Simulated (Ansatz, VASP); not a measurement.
# TiTe2: VASP beside Ansatz

One calculation is typed for both programs; each brings its own data sets and cutoff. How far apart do they land? The cell is taken from a series of VASP runs on this material, whose earlier steps may have relaxed, scaled or displaced it; both programs get it as it stands.

Calculated with Ansatz 0.2.0; plane waves, with VASP 6.6.1 beside it; zone-centre phonons at PBEsol.

## (1) Set-up

The structure is trigonal, space group P-3m1 (No. 164). The conventional cell has a = 3.698 Å, b = 3.698 Å, c = 6.425 Å, α = 90.00°, β = 90.00°, γ = 120.00°. Nearest to Te lie 3 Ti at 2.74 Å. Nearest to Ti lie 6 Te at 2.74 Å. Farther neighbours and most contacts between anions are not listed.

As a file:

```cif
data_structure
_symmetry_space_group_name_H-M 'P 1'
_symmetry_Int_Tables_number 1
_cell_length_a 3.6978
_cell_length_b 3.6978
_cell_length_c 6.4251
_cell_angle_alpha 90.000
_cell_angle_beta 90.000
_cell_angle_gamma 120.000
_cell_volume 76.08
loop_
_atom_site_label
_atom_site_type_symbol
_atom_site_fract_x
_atom_site_fract_y
_atom_site_fract_z
_atom_site_occupancy
Te1 Te 0.33333 0.66667 0.73193 1
Te2 Te 0.66667 0.33333 0.26807 1
Ti3 Ti 0.00000 0.00000 0.00000 1
```

## (2) VASP: zone-centre phonons, PBEsol

Second derivatives magnify differences that forces hide, and they need a tight electronic threshold.

Lines of VASP's logs that name or quote its potential files are left out, and so is its time.

The input, INCAR:

```
SYSTEM = TiTe2
PREC = Accurate
ENCUT = 450
EDIFF = 1E-08
NELM = 100
ISMEAR = 1
SIGMA = 0.15
LREAL = .FALSE.
ALGO = Normal
GGA = PS
NBANDS = 18
LORBIT = 11
LWAVE = .FALSE.
LCHARG = .FALSE.
KPAR = 4
IBRION = 8
ISIF = 2
```

The input, POSCAR:

```
TiTe2
1.0
    3.6977558800      0.0000000000      0.0000000000
   -1.8488779400      3.2023505292      0.0000000000
    0.0000000000      0.0000000000      6.4250829987
Te Ti
2 1
Direct
    0.3333333333      0.6666666667      0.7319253090
    0.6666666667      0.3333333333      0.2680746910
    0.0000000000      0.0000000000      0.0000000000
```

The input, KPOINTS:

```
Automatic mesh
0
Gamma
12 12 6
0 0 0
```

Potentials, in the order of the species: Te and Ti_sv (PBE family, release 64).

Command:

```console
$ mpirun -np 4 vasp_std
```

Numbers of over 12 decimals in the logs are rounded to 6 here.

Log:

```text
[banner, memory and clock lines left out]
running    4 mpi-ranks, on    1 nodes
 distrk:  each k-point on    1 cores,    4 groups
 distr:  one band on    1 cores,    1 groups

 POSCAR found type information on POSCAR TeTi
 POSCAR found :  2 types and       3 ions
|                                                                             |
|               ----> ADVICE to this user running VASP <----                  |
|                                                                             |
|     You enforced a specific xc type in the INCAR file but a different       |
|     [... a line on the potential file left out ...]
|     I HOPE YOU KNOW WHAT YOU ARE DOING!                                     |
|                                                                             |

 LDA part: xc-table for (Slater+PW92), standard interpolation
 POSCAR, INCAR and KPOINTS ok, starting setup
 FFT: planning ... GRIDC
 FFT: planning ... GRID_SOFT
 FFT: planning ... GRID
 WAVECAR not read
 entering main loop
       N       E                     dE             d eps       ncg     rms          rms(c)
DAV:   1     0.166453886175E+03    0.16645E+03   -0.10064E+04  3600   0.112E+03
DAV:   2    -0.437529143688E+01   -0.17083E+03   -0.16715E+03  3890   0.297E+02
DAV:   3    -0.191819386381E+02   -0.14807E+02   -0.14401E+02  5576   0.815E+01
DAV:   4    -0.196747024894E+02   -0.49276E+00   -0.49122E+00  4636   0.139E+01
DAV:   5    -0.196908212927E+02   -0.16119E-01   -0.16113E-01  5472   0.249E+00    0.127E+01
DAV:   6    -0.195524259092E+02    0.13840E+00   -0.35295E+01  4212   0.391E+01    0.128E+01
DAV:   7    -0.177676449872E+02    0.17848E+01   -0.25740E+01  4578   0.312E+01    0.512E+00
DAV:   8    -0.175407499686E+02    0.22690E+00   -0.13738E+00  4226   0.854E+00    0.175E+00
DAV:   9    -0.175510124120E+02   -0.10262E-01   -0.17439E-01  4804   0.270E+00    0.136E+00
DAV:  10    -0.175418796136E+02    0.91328E-02   -0.20162E-01  4358   0.331E+00    0.798E-01
DAV:  11    -0.175382639596E+02    0.36157E-02   -0.34562E-02  4210   0.138E+00    0.342E-01
DAV:  12    -0.175381527184E+02    0.11124E-03   -0.32520E-03  4312   0.412E-01    0.216E-01
DAV:  13    -0.175380616987E+02    0.91020E-04   -0.38948E-04  4354   0.151E-01    0.362E-02
DAV:  14    -0.175380634779E+02   -0.17792E-05   -0.11824E-05  4182   0.283E-02    0.311E-02
DAV:  15    -0.175380599388E+02    0.35391E-05   -0.10634E-05  4466   0.257E-02    0.694E-03
DAV:  16    -0.175380596675E+02    0.27133E-06   -0.15274E-06  4930   0.719E-03    0.325E-03
DAV:  17    -0.175380596990E+02   -0.31587E-07   -0.12185E-07  4648   0.202E-03    0.107E-03
DAV:  18    -0.175380597335E+02   -0.34487E-07   -0.14882E-08  2638   0.825E-04    0.803E-04
DAV:  19    -0.175380597464E+02   -0.12836E-07   -0.65654E-09  2302   0.561E-04    0.183E-04
DAV:  20    -0.175380597482E+02   -0.18463E-08   -0.14955E-09  2092   0.373E-04
   1 F= -.17538060E+02 E0= -.17538537E+02  d E =0.143308E-02
 Linear response reoptimize wavefunctions to high precision
DAV:   1    -0.175380597489E+02   -0.68576E-09   -0.18058E-10  2224   0.101E-04
DAV:   2    -0.175380597489E+02    0.20918E-10   -0.41441E-11  2080   0.521E-05
 Linear response DOF=           4
 Linear response progress:
  Degree of freedom:   1/  4
       N       E                     dE             d eps       ncg     rms          rms(c)
RMM:   1    -0.425811933929E-01   -0.42581E-01    0.94031E-03 37831   0.111E+00
RMM:   2    -0.409922354958E-01    0.15890E-02   -0.32803E-03 31803   0.332E-01    0.787E-02
RMM:   3    -0.411213615879E-01   -0.12913E-03   -0.88114E-04 37291   0.142E-01    0.436E-02
RMM:   4    -0.411838798821E-01   -0.62518E-04   -0.14275E-04 39099   0.513E-02    0.311E-02
RMM:   5    -0.412811001976E-01   -0.97220E-04   -0.33844E-05 34774   0.301E-02    0.288E-03
RMM:   6    -0.412742631130E-01    0.68371E-05   -0.70505E-06 39524   0.126E-02    0.182E-03
RMM:   7    -0.412743512298E-01   -0.88117E-07   -0.23414E-06 40244   0.550E-03    0.836E-04
RMM:   8    -0.412744133437E-01   -0.62114E-07   -0.21279E-07 39517   0.259E-03    0.548E-04
RMM:   9    -0.412743903306E-01    0.23013E-07   -0.41272E-07 40686   0.130E-03    0.238E-04
RMM:  10    -0.412742577455E-01    0.13259E-06   -0.15746E-07 42097   0.657E-04    0.785E-05
RMM:  11    -0.412742919241E-01   -0.34179E-07   -0.23601E-07 41185   0.329E-04    0.286E-05
RMM:  12    -0.412742703462E-01    0.21578E-07   -0.15546E-08 42292   0.185E-04    0.806E-06
RMM:  13    -0.412742847905E-01   -0.14444E-07   -0.80794E-08 41987   0.108E-04    0.199E-06
RMM:  14    -0.412742835798E-01    0.12107E-08   -0.23032E-08 42541   0.695E-05    0.167E-06
 first order change of Fermi-energy   0.58290E-04
 force on displaced ion       1 direction 1 :  -3.611  -0.000  -0.000
 Linear response progress:
  Degree of freedom:   2/  4
       N       E                     dE             d eps       ncg     rms          rms(c)
RMM:   1    -0.660016367576E-01   -0.66002E-01    0.36519E-02  8586   0.132E+00
RMM:   2    -0.637618329832E-01    0.22398E-02   -0.40062E-03  7541   0.359E-01    0.143E-01
RMM:   3    -0.639200976895E-01   -0.15826E-03   -0.11968E-03  7239   0.233E-01    0.117E-01
RMM:   4    -0.638433883047E-01    0.76709E-04   -0.40541E-04  7176   0.150E-01    0.622E-02
RMM:   5    -0.638732831837E-01   -0.29895E-04   -0.11247E-04  8588   0.546E-02    0.406E-02
RMM:   6    -0.639198853866E-01   -0.46602E-04   -0.30068E-05  8215   0.316E-02    0.552E-03
RMM:   7    -0.639204279642E-01   -0.54258E-06   -0.84281E-06  8951   0.142E-02    0.443E-03
RMM:   8    -0.639189775800E-01    0.14504E-05   -0.23419E-06  8885   0.643E-03    0.217E-03
RMM:   9    -0.639181308640E-01    0.84672E-06   -0.22872E-06  8362   0.324E-03    0.116E-03
RMM:  10    -0.639186698866E-01   -0.53902E-06   -0.60427E-07  8646   0.193E-03    0.197E-04
RMM:  11    -0.639186422280E-01    0.27659E-07   -0.15951E-07  8831   0.896E-04    0.620E-05
RMM:  12    -0.639186827209E-01   -0.40493E-07    0.65524E-08  9499   0.420E-04    0.670E-05
RMM:  13    -0.639186781065E-01    0.46144E-08    0.73068E-08  8704   0.227E-04    0.154E-05
 first order change of Fermi-energy  -0.25625E+00
 force on displaced ion       1 direction 3 :   0.000  -0.000  -7.968
 Linear response progress:
  Degree of freedom:   3/  4
       N       E                     dE             d eps       ncg     rms          rms(c)
RMM:   1    -0.745789202120E+00   -0.74579E+00    0.11468E+01  8757   0.134E+02
RMM:   2    -0.698463890707E+00    0.47325E-01   -0.45020E-01 15015   0.526E+00    0.194E-01
RMM:   3    -0.695190352336E+00    0.32735E-02   -0.24407E-02 17171   0.115E+00    0.953E-02
RMM:   4    -0.695365414289E+00   -0.17506E-03   -0.15921E-02 20419   0.505E-01    0.366E-02
RMM:   5    -0.696682788378E+00   -0.13174E-02   -0.85539E-04 20515   0.161E-01    0.165E-02
RMM:   6    -0.697237348741E+00   -0.55456E-03   -0.22219E-04 21059   0.690E-02    0.811E-03
RMM:   7    -0.697253495638E+00   -0.16147E-04   -0.43260E-05 20895   0.318E-02    0.264E-03
RMM:   8    -0.697223975668E+00    0.29520E-04   -0.19683E-05 22505   0.161E-02    0.108E-03
RMM:   9    -0.697234512324E+00   -0.10537E-04   -0.83798E-06 22255   0.809E-03    0.283E-04
RMM:  10    -0.697237101831E+00   -0.25895E-05   -0.64752E-06 22725   0.472E-03    0.207E-04
RMM:  11    -0.697243446841E+00   -0.63450E-05   -0.44225E-06 22748   0.310E-03    0.579E-05
RMM:  12    -0.697247197224E+00   -0.37504E-05   -0.45306E-06 22456   0.225E-03    0.631E-05
RMM:  13    -0.697244588715E+00    0.26085E-05   -0.34873E-06 22396   0.176E-03    0.425E-05
RMM:  14    -0.697244623786E+00   -0.35071E-07   -0.27199E-06 23385   0.144E-03    0.578E-05
RMM:  15    -0.697245041127E+00   -0.41734E-06   -0.23668E-06 23066   0.123E-03    0.626E-05
RMM:  16    -0.697245114296E+00   -0.73169E-07   -0.19116E-06 23363   0.108E-03    0.698E-05
RMM:  17    -0.697245528070E+00   -0.41377E-06   -0.16908E-06 20723   0.979E-04    0.640E-05
 first order change of Fermi-energy  -0.71510E-03
 force on displaced ion       3 direction 1 :  -4.874   0.000   0.000
 Linear response progress:
  Degree of freedom:   4/  4
       N       E                     dE             d eps       ncg     rms          rms(c)
RMM:   1    -0.739162279866E+00   -0.73916E+00    0.20238E+01  3614   0.139E+02
RMM:   2    -0.688781537812E+00    0.50381E-01   -0.42536E-01  5994   0.492E+00    0.215E-01
RMM:   3    -0.686702044258E+00    0.20795E-02   -0.29256E-02  7014   0.113E+00    0.107E-01
RMM:   4    -0.687036939212E+00   -0.33489E-03   -0.17775E-02  8061   0.487E-01    0.517E-02
RMM:   5    -0.688119472103E+00   -0.10825E-02   -0.76217E-04  8011   0.152E-01    0.241E-02
RMM:   6    -0.688637665029E+00   -0.51819E-03   -0.22682E-04  8087   0.709E-02    0.701E-03
RMM:   7    -0.688634464126E+00    0.32009E-05   -0.60304E-05  8341   0.318E-02    0.311E-03
RMM:   8    -0.688593341330E+00    0.41123E-04   -0.29779E-05  8742   0.167E-02    0.156E-03
RMM:   9    -0.688607140087E+00   -0.13799E-04   -0.95033E-06  8976   0.834E-03    0.766E-04
RMM:  10    -0.688611104735E+00   -0.39646E-05    0.16388E-06  9150   0.528E-03    0.326E-04
RMM:  11    -0.688616385257E+00   -0.52805E-05   -0.12725E-05  8677   0.378E-03    0.161E-04
RMM:  12    -0.688619456534E+00   -0.30713E-05   -0.82004E-06  8746   0.294E-03    0.999E-05
RMM:  13    -0.688617074765E+00    0.23818E-05   -0.18746E-05  8725   0.239E-03    0.103E-04
RMM:  14    -0.688617049483E+00    0.25282E-07   -0.11894E-05  9122   0.204E-03    0.160E-04
RMM:  15    -0.688616987754E+00    0.61729E-07   -0.12392E-05  8851   0.178E-03    0.161E-04
RMM:  16    -0.688617461690E+00   -0.47394E-06   -0.83039E-06  8169   0.160E-03    0.134E-04
RMM:  17    -0.688617694118E+00   -0.23243E-06   -0.68746E-06  8489   0.144E-03    0.128E-04
RMM:  18    -0.688617775941E+00   -0.81822E-07   -0.50397E-06  9214   0.131E-03    0.150E-04
 first order change of Fermi-energy   0.82366E-03
 force on displaced ion       3 direction 3 :   0.000  -0.000 -11.838
 Linear response finished
```

OUTCAR, selected parts (step 2):

```text
ion  position               nearest neighbor table
   1  0.333  0.667  0.732-   3 2.74   3 2.74   3 2.74   2 3.67   2 3.67   2 3.67
   2  0.667  0.333  0.268-   3 2.74   3 2.74   3 2.74   1 3.67   1 3.67   1 3.67
   3  0.000  0.000  0.000-   1 2.74   2 2.74   2 2.74   1 2.74   2 2.74   1 2.74

  LATTYP: Found a hexagonal cell.
 ALAT       =     3.6977558800
 C/A-ratio  =     1.7375627833

 Subroutine GETGRP returns: Found 12 space group operations
 (whereof 12 operations were pure point group operations)

The static configuration has the point symmetry D_3d.

 Found    100 irreducible k-points:

   k-points           NKPTS =    100   k-points in BZ     NKDIM =    100   number of bands    NBANDS=     18

   dimension x,y,z NGX =    28 NGY =   28 NGZ =   48
   dimension x,y,z NGXF=    56 NGYF=   56 NGZF=   96

   ENCUT  =  450.0 eV  33.07 Ry    5.75 a.u.   6.40  6.40 11.11*2*pi/ulx,y,z

   NELECT =      24.0000    total number of electrons

 k-points in reciprocal lattice and weights: Automatic mesh
   0.00000000  0.00000000  0.00000000       0.001
   0.08333333  0.00000000  0.00000000       0.007
   0.16666667  0.00000000  0.00000000       0.007
   0.25000000  0.00000000  0.00000000       0.007
   0.33333333  0.00000000  0.00000000       0.007
   0.41666667  0.00000000  0.00000000       0.007
   0.50000000  0.00000000  0.00000000       0.003
   0.08333333  0.08333333  0.00000000       0.007
   0.16666667  0.08333333  0.00000000       0.014
[...]
0.33333333  0.25000000  0.50000000       0.014
   0.33333333  0.33333333  0.50000000       0.002

 average (electrostatic) potential at core
       1 -86.6270       2 -86.6270       3 -73.7980

  Total       -0.0011760     -0.0011760     -0.0034661      0.0000000     -0.0000000      0.0000000
  in kB       -0.0247641     -0.0247641     -0.0729913      0.0000000     -0.0000000      0.0000000
  external PRESSURE =      -0.0408398 kB  Pullay stress =       0.0000000 kB

  energy-cutoff  :      450.00
  volume of cell :       76.08
      direct lattice vectors                 reciprocal lattice vectors
     3.697755880  0.000000000  0.000000000     0.270434294  0.156135312  0.000000000
    -1.848877940  3.202350529  0.000000000     0.000000000  0.312270625  0.000000000
     0.000000000  0.000000000  6.425082999     0.000000000  0.000000000  0.155640013

 POSITION                                       TOTAL-FORCE (eV/Angst)
 -----------------------------------------------------------------------------------
     -0.00000      2.13490      4.70268         0.000000     -0.000000     -0.001755
      1.84888      1.06745      1.72240         0.000000      0.000000      0.001755
      0.00000      0.00000      0.00000        -0.000000      0.000000      0.000000
 -----------------------------------------------------------------------------------
    total drift:                                0.000000     -0.000000     -0.000000

 Eigenvectors and eigenvalues of the dynamical matrix
 ----------------------------------------------------

   1 f  =    8.471603 THz    53.228653 2PiTHz  282.582268 cm-1    35.035720 meV
             X         Y         Z           dx          dy          dz
     -0.000000  2.134900  4.702681     0.000000    0.000000   -0.281109
      1.848878  1.067450  1.722402     0.000000    0.000000   -0.281109
      0.000000  0.000000  0.000000     0.000000    0.000000    0.917581

   2 f  =    5.433635 THz    34.140535 2PiTHz  181.246552 cm-1    22.471698 meV
             X         Y         Z           dx          dy          dz
     -0.000000  2.134900  4.702681     0.000000   -0.280423   -0.000000
      1.848878  1.067450  1.722402     0.000000   -0.280423    0.000000
      0.000000  0.000000  0.000000    -0.000000    0.918001    0.000000

   3 f  =    5.433635 THz    34.140535 2PiTHz  181.246552 cm-1    22.471698 meV
             X         Y         Z           dx          dy          dz
     -0.000000  2.134900  4.702681    -0.280423   -0.000000   -0.000000
      1.848878  1.067450  1.722402    -0.280423   -0.000000    0.000000
      0.000000  0.000000  0.000000     0.918001    0.000000    0.000000

   4 f  =    4.379529 THz    27.517390 2PiTHz  146.085350 cm-1    18.112267 meV
             X         Y         Z           dx          dy          dz
     -0.000000  2.134900  4.702681     0.000000   -0.000000    0.707107
      1.848878  1.067450  1.722402    -0.000000   -0.000000   -0.707107
      0.000000  0.000000  0.000000     0.000000    0.000000    0.000000

   5 f  =    3.031314 THz    19.046305 2PiTHz  101.113740 cm-1    12.536500 meV
             X         Y         Z           dx          dy          dz
     -0.000000  2.134900  4.702681    -0.000000   -0.707107    0.000000
      1.848878  1.067450  1.722402     0.000000    0.707107   -0.000000
      0.000000  0.000000  0.000000    -0.000000    0.000000    0.000000

   6 f  =    3.031314 THz    19.046305 2PiTHz  101.113740 cm-1    12.536500 meV
             X         Y         Z           dx          dy          dz
     -0.000000  2.134900  4.702681    -0.707107    0.000000    0.000000
      1.848878  1.067450  1.722402     0.707107   -0.000000   -0.000000
      0.000000  0.000000  0.000000    -0.000000    0.000000    0.000000

   7 f/i=    0.000773 THz     0.004856 2PiTHz    0.025777 cm-1     0.003196 meV
             X         Y         Z           dx          dy          dz
     -0.000000  2.134900  4.702681     0.000000   -0.000000    0.648828
      1.848878  1.067450  1.722402     0.000000   -0.000000    0.648828
      0.000000  0.000000  0.000000     0.000000    0.000000    0.397548

   8 f/i=    0.005246 THz     0.032959 2PiTHz    0.174975 cm-1     0.021694 meV
             X         Y         Z           dx          dy          dz
     -0.000000  2.134900  4.702681     0.114975   -0.638861   -0.000000
      1.848878  1.067450  1.722402     0.114975   -0.638861    0.000000
      0.000000  0.000000  0.000000     0.070243   -0.390308    0.000000

   9 f/i=    0.005246 THz     0.032959 2PiTHz    0.174975 cm-1     0.021694 meV
             X         Y         Z           dx          dy          dz
     -0.000000  2.134900  4.702681    -0.638861   -0.114975   -0.000000
      1.848878  1.067450  1.722402    -0.638861   -0.114975    0.000000
      0.000000  0.000000  0.000000    -0.390308   -0.070243    0.000000

 ELASTIC MODULI CONTR FROM IONIC RELAXATION (kBar)
 Direction    XX          YY          ZZ          XY          YZ          ZX
 --------------------------------------------------------------------------------
 XX        -217.7219   -138.3773   -352.6163     -0.0000   -132.0578     -0.0000
 YY        -138.3773   -217.7219   -352.6163     -0.0000    132.0578     -0.0000
 ZZ        -352.6163   -352.6163   -698.3348     -0.0000     -0.0000     -0.0000
 XY          -0.0000     -0.0000     -0.0000    -39.6723      0.0000   -110.3755
 YZ        -132.0578    132.0578     -0.0000      0.0000   -439.5822      0.0000
 ZX          -0.0000     -0.0000     -0.0000   -110.3755      0.0000   -307.0840
 --------------------------------------------------------------------------------
```

(Continued in part 2 of 2.)

[Lines on the potential files, build, host, timing and source positions are cut from VASP's logs without a mark.]

[Logs are printed without paths, hosts, clocks, repeated set-up lines and the standing remarks that a program may print on its own settings, such as how far it seeks lower states.]

[Hosts, paths, dates, database ids (printed as entryN), source tags and the programs' standing remarks are cut or masked in the printed files.]
